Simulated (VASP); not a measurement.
Given:

```yaml
crystal:
  lattice:
    - [0.00000, 3.25166, 3.25166]
    - [3.25166, 0.00000, 3.25166]
    - [3.25166, 3.25166, 0.00000]
  atoms:
    - { symbol: Te, position: [0.50000, 0.50000, 0.50000] }
    - { symbol: Pb, position: [0.00000, 0.00000, 0.00000] }
```

Level of theory: optB86b-vdW, VASP's PBE PAW potentials (set 64) (plane waves; VASP). Settings: 520 eV cut-off, 8×8×8 Γ-centred mesh, tetrahedra with Blöchl corrections, potentials Te Pb_d.

Unless said otherwise, spin-orbit coupling is left out, though it shifts the bands of the heavy elements here.

Task: What does the run give for the energy per atom (σ→0), band gap (on the k-mesh) with the smallest direct gap where there is one?

Result: 
```
Quantity                                      Value
-----------------------------------  --------------
band gap (on the k-mesh)                    0.77 eV
smallest direct gap (on the k-mesh)         0.77 eV
energy per atom (σ→0)                -1.290 eV/atom
```

Total energies compare only between runs with the same potentials, cut-off and functional.

The compound is PbTe in the rock salt structure. It was relaxed first.
